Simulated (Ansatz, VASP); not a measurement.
# LiGeBr3: VASP beside Ansatz, part 2 of 2

One calculation is typed for both programs; each brings its own data sets. How far apart do they land? The cell is generated by rule, not measured, and may not be a known phase. The cell is taken from a series of runs on this material, whose earlier steps may have relaxed, scaled, displaced or heated it; both programs get it as it stands.

VASP 6.6.1 and Ansatz 0.2.0.

So far: The starting structure; Ansatz: zone-centre phonons, LDA; VASP: zone-centre phonons, LDA.

## (3) VASP: zone-centre phonons, LDA (continued)

Level of this step: LDA; plane waves and PAW (Li_sv, Ge_d, Br); invented cell (VASP).

Numbers of over 12 decimals in the logs are rounded to 6 here.

Parts of OUTCAR (step 3):

```text
ion  position               nearest neighbor table
   1  0.000  0.000  0.000-
   2  0.500  0.500  0.500-   3 2.65   4 2.65   5 2.65   3 2.65   4 2.65   5 2.65
   3  0.500  0.500  0.000-   2 2.65   2 2.65
   4  0.500  0.000  0.500-   2 2.65   2 2.65
   5  0.000  0.500  0.500-   2 2.65   2 2.65

  LATTYP: Found a simple cubic cell.
 ALAT       =     5.3050974423

 Subroutine GETGRP returns: Found 48 space group operations
 (whereof 48 operations were pure point group operations)

The static configuration has the point symmetry O_h .

 Found     35 irreducible k-points:

   k-points           NKPTS =     35   k-points in BZ     NKDIM =     35   number of bands    NBANDS=     25

   dimension x,y,z NGX =    48 NGY =   48 NGZ =   48
   dimension x,y,z NGXF=    96 NGYF=   96 NGZF=   96

   ENCUT  =  750.0 eV  55.12 Ry    7.42 a.u.  11.85 11.85 11.85*2*pi/ulx,y,z

   NELECT =      38.0000    total number of electrons

 k-points in reciprocal lattice and weights: Automatic mesh
   0.00000000  0.00000000  0.00000000       0.002
   0.12500000  0.00000000  0.00000000       0.012
   0.25000000  0.00000000  0.00000000       0.012
   0.37500000  0.00000000  0.00000000       0.012
   0.50000000  0.00000000  0.00000000       0.006
   0.12500000  0.12500000  0.00000000       0.023
   0.25000000  0.12500000  0.00000000       0.047
   0.37500000  0.12500000  0.00000000       0.047
   0.50000000  0.12500000  0.00000000       0.023
[...]
0.50000000  0.50000000  0.37500000       0.012
   0.50000000  0.50000000  0.50000000       0.002

 average (electrostatic) potential at core
       1 -69.0488       2 -78.5984       3 -70.0402       4 -70.0402       5 -70.0402

  Total        0.0371547      0.0371547      0.0371547     -0.0000000      0.0000000     -0.0000000
  in kB        0.3986982      0.3986982      0.3986982     -0.0000000      0.0000000     -0.0000000
  external PRESSURE =       0.3986982 kB  Pullay stress =       0.0000000 kB

  energy-cutoff  :      750.00
  volume of cell :      149.31
      direct lattice vectors                 reciprocal lattice vectors
     5.305097442  0.000000000  0.000000000     0.188497951  0.000000000  0.000000000
[...]
POSITION                                       TOTAL-FORCE (eV/Angst)
 -----------------------------------------------------------------------------------
      0.00000      0.00000      0.00000         0.000000      0.000000      0.000000
      2.65255      2.65255      2.65255         0.000000      0.000000      0.000000
      2.65255      2.65255      0.00000         0.000000      0.000000      0.000000
      2.65255      0.00000      2.65255         0.000000      0.000000      0.000000
      0.00000      2.65255      2.65255         0.000000      0.000000      0.000000
 -----------------------------------------------------------------------------------
    total drift:                                0.000000     -0.000000     -0.000000

 Eigenvectors and eigenvalues of the dynamical matrix
 ----------------------------------------------------

   1 f  =    2.877284 THz    18.078512 2PiTHz   95.975880 cm-1    11.899487 meV
             X         Y         Z           dx          dy          dz
      0.000000  0.000000  0.000000     0.057938   -0.011335    0.024737
      2.652549  2.652549  2.652549     0.289605   -0.056660    0.123649
      2.652549  2.652549  0.000000     0.245265   -0.047985   -0.333944
      2.652549  0.000000  2.652549     0.245265    0.153023    0.104718
      0.000000  2.652549  2.652549    -0.782145   -0.047985    0.104718

   2 f  =    2.877284 THz    18.078512 2PiTHz   95.975880 cm-1    11.899487 meV
             X         Y         Z           dx          dy          dz
      0.000000  0.000000  0.000000    -0.024413    0.004049    0.059033
      2.652549  2.652549  2.652549    -0.122026    0.020238    0.295077
      2.652549  2.652549  0.000000    -0.103343    0.017140   -0.796924
      2.652549  0.000000  2.652549    -0.103343   -0.054658    0.249899
      0.000000  2.652549  2.652549     0.329560    0.017140    0.249899

   3 f  =    2.877284 THz    18.078512 2PiTHz   95.975880 cm-1    11.899487 meV
             X         Y         Z           dx          dy          dz
      0.000000  0.000000  0.000000     0.012019    0.062868    0.000658
      2.652549  2.652549  2.652549     0.060076    0.314246    0.003291
      2.652549  2.652549  0.000000     0.050878    0.266133   -0.008888
      2.652549  0.000000  2.652549     0.050878   -0.848694    0.002787
      0.000000  2.652549  2.652549    -0.162249    0.266133    0.002787

   4 f  =    1.757089 THz    11.040118 2PiTHz   58.610190 cm-1     7.266734 meV
             X         Y         Z           dx          dy          dz
      0.000000  0.000000  0.000000     0.000045    0.001386    0.148477
      2.652549  2.652549  2.652549    -0.000247   -0.007644   -0.818908
      2.652549  2.652549  0.000000     0.000118    0.003645   -0.047296
      2.652549  0.000000  2.652549     0.000118   -0.000441    0.390526
      0.000000  2.652549  2.652549    -0.000014    0.003645    0.390526

   5 f  =    1.757089 THz    11.040118 2PiTHz   58.610190 cm-1     7.266734 meV
             X         Y         Z           dx          dy          dz
      0.000000  0.000000  0.000000     0.146173   -0.026091    0.000199
      2.652549  2.652549  2.652549    -0.806200    0.143903   -0.001100
      2.652549  2.652549  0.000000     0.384466   -0.068625   -0.000064
      2.652549  0.000000  2.652549     0.384466    0.008311    0.000525
      0.000000  2.652549  2.652549    -0.046562   -0.068625    0.000525

   6 f  =    1.757089 THz    11.040118 2PiTHz   58.610190 cm-1     7.266734 meV
             X         Y         Z           dx          dy          dz
      0.000000  0.000000  0.000000     0.026092    0.146167   -0.001372
      2.652549  2.652549  2.652549    -0.143907   -0.806165    0.007568
      2.652549  2.652549  0.000000     0.068627    0.384449    0.000437
      2.652549  0.000000  2.652549     0.068627   -0.046560   -0.003609
      0.000000  2.652549  2.652549    -0.008311    0.384449   -0.003609

   7 f  =    0.006117 THz     0.038433 2PiTHz    0.204036 cm-1     0.025297 meV
             X         Y         Z           dx          dy          dz
      0.000000  0.000000  0.000000     0.009222   -0.032925   -0.145707
      2.652549  2.652549  2.652549     0.029294   -0.104586   -0.462840
      2.652549  2.652549  0.000000     0.030830   -0.110069   -0.487662
      2.652549  0.000000  2.652549     0.030830   -0.110195   -0.487105
      0.000000  2.652549  2.652549     0.030865   -0.110069   -0.487105

   8 f  =    0.006117 THz     0.038433 2PiTHz    0.204036 cm-1     0.025297 meV
             X         Y         Z           dx          dy          dz
      0.000000  0.000000  0.000000    -0.045707    0.138361   -0.034158
      2.652549  2.652549  2.652549    -0.145188    0.439505   -0.108503
      2.652549  2.652549  0.000000    -0.152800    0.462547   -0.114322
      2.652549  0.000000  2.652549    -0.152800    0.463075   -0.114191
      0.000000  2.652549  2.652549    -0.152975    0.462547   -0.114191

   9 f  =    0.006117 THz     0.038433 2PiTHz    0.204036 cm-1     0.025297 meV
             X         Y         Z           dx          dy          dz
      0.000000  0.000000  0.000000     0.142216    0.046603   -0.001530
      2.652549  2.652549  2.652549     0.451752    0.148035   -0.004859
      2.652549  2.652549  0.000000     0.475435    0.155795   -0.005119
      2.652549  0.000000  2.652549     0.475435    0.155973   -0.005113
      0.000000  2.652549  2.652549     0.475979    0.155795   -0.005113

  10 f/i=    0.379937 THz     2.387217 2PiTHz   12.673348 cm-1     1.571294 meV
             X         Y         Z           dx          dy          dz
      0.000000  0.000000  0.000000    -0.000000    0.000000   -0.000000
      2.652549  2.652549  2.652549    -0.000000    0.000000   -0.000000
      2.652549  2.652549  0.000000    -0.016252    0.706919   -0.000000
      2.652549  0.000000  2.652549     0.016252    0.000000   -0.001173
      0.000000  2.652549  2.652549    -0.000000   -0.706919    0.001173

  11 f/i=    0.379937 THz     2.387217 2PiTHz   12.673348 cm-1     1.571294 meV
             X         Y         Z           dx          dy          dz
      0.000000  0.000000  0.000000    -0.000000   -0.000000   -0.000000
      2.652549  2.652549  2.652549    -0.000000   -0.000000   -0.000000
      2.652549  2.652549  0.000000     0.706918    0.016249   -0.000000
      2.652549  0.000000  2.652549    -0.706918   -0.000000   -0.001483
      0.000000  2.652549  2.652549    -0.000000   -0.016249    0.001483

  12 f/i=    0.379937 THz     2.387217 2PiTHz   12.673348 cm-1     1.571294 meV
             X         Y         Z           dx          dy          dz
      0.000000  0.000000  0.000000     0.000000   -0.000000    0.000000
      2.652549  2.652549  2.652549     0.000000   -0.000000    0.000000
      2.652549  2.652549  0.000000    -0.001456   -0.001206    0.000000
      2.652549  0.000000  2.652549     0.001456   -0.000000   -0.707104
      0.000000  2.652549  2.652549     0.000000    0.001206    0.707104

  13 f/i=    5.160299 THz    32.423115 2PiTHz  172.129046 cm-1    21.341272 meV
             X         Y         Z           dx          dy          dz
      0.000000  0.000000  0.000000    -0.975412   -0.005206   -0.000000
      2.652549  2.652549  2.652549    -0.030722   -0.000164   -0.000000
      2.652549  2.652549  0.000000     0.153999    0.000822   -0.000000
      2.652549  0.000000  2.652549     0.153999    0.000069    0.000000
      0.000000  2.652549  2.652549     0.012952    0.000822   -0.000000

  14 f/i=    5.160299 THz    32.423115 2PiTHz  172.129046 cm-1    21.341272 meV
             X         Y         Z           dx          dy          dz
      0.000000  0.000000  0.000000    -0.005206    0.975412    0.000000
      2.652549  2.652549  2.652549    -0.000164    0.030722    0.000000
      2.652549  2.652549  0.000000     0.000822   -0.153999    0.000000
      2.652549  0.000000  2.652549     0.000822   -0.012952   -0.000000
      0.000000  2.652549  2.652549     0.000069   -0.153999   -0.000000

  15 f/i=    5.160299 THz    32.423115 2PiTHz  172.129046 cm-1    21.341272 meV
             X         Y         Z           dx          dy          dz
      0.000000  0.000000  0.000000    -0.000000    0.000000   -0.975426
      2.652549  2.652549  2.652549     0.000000    0.000000   -0.030722
      2.652549  2.652549  0.000000     0.000000   -0.000000    0.012952
      2.652549  0.000000  2.652549     0.000000   -0.000000    0.154001
      0.000000  2.652549  2.652549     0.000000   -0.000000    0.154001

 ELASTIC MODULI CONTR FROM IONIC RELAXATION (kBar)
 Direction    XX          YY          ZZ          XY          YZ          ZX
 --------------------------------------------------------------------------------
 XX           0.0000      0.0000      0.0000      0.0000      0.0000      0.0000
 YY           0.0000      0.0000      0.0000      0.0000      0.0000      0.0000
 ZZ           0.0000      0.0000      0.0000      0.0000      0.0000      0.0000
 XY           0.0000      0.0000      0.0000      0.0000      0.0000      0.0000
 YZ           0.0000      0.0000      0.0000      0.0000      0.0000      0.0000
 ZX           0.0000      0.0000      0.0000      0.0000      0.0000      0.0000
 --------------------------------------------------------------------------------
```

## (4) Differences

Known differences besides the potentials themselves: the two LDA forms differ slightly; the cutoff is 420 eV in Ansatz and 750 eV in VASP; VASP's log shows a relativistic correction to its local exchange, Ansatz's none. Total energies have different zeros and are not compared.

Both answers:

```
                                                   quantity  Ansatz    VASP  difference
optical mode 1 to 3 (imaginary, printed as negative) (cm⁻¹)  -173.9  -172.1        -1.8
optical mode 4 to 6 (imaginary, printed as negative) (cm⁻¹)   -11.6   -12.7        +1.1
                                 optical mode 7 to 9 (cm⁻¹)    56.9    58.6     -3.00 %
                               optical mode 10 to 12 (cm⁻¹)    93.4    96.0     -2.70 %
```

Modes are paired by rising frequency, not by their patterns, so a pair may set unlike modes beside each other; they are those without the splitting of longitudinal modes.

## (5) Results

| Item | Value |
| --- | --- |
| r.m.s. difference of the optical zone-centre modes, each program's sorted by frequency (zone-centre phonons, LDA) | 1.9 cm⁻¹ |
| difference in optical mode 7 to 9 (zone-centre phonons, LDA) | -3.0 % |

What this shows: The r.m.s. difference of the optical zone-centre modes, each program's sorted by frequency is 1.9 cm⁻¹ (zone-centre phonons, LDA). Among the rows given in per cent, the largest difference of the zone-centre phonons, LDA pair is in optical mode 7 to 9, -3.0 %. How closely two codes agree says nothing of how well the functional describes the real material.

[Lines on the potential files, build, host, timing and source positions are cut from VASP's logs without a mark.]

[Logs are printed without paths, hosts, clocks, repeated set-up lines and the standing remarks that a program may print on its own settings, such as how far it seeks lower states.]

[Hosts, paths, dates, database ids (printed as entryN), source tags and the programs' standing remarks are cut or masked in the printed files.]
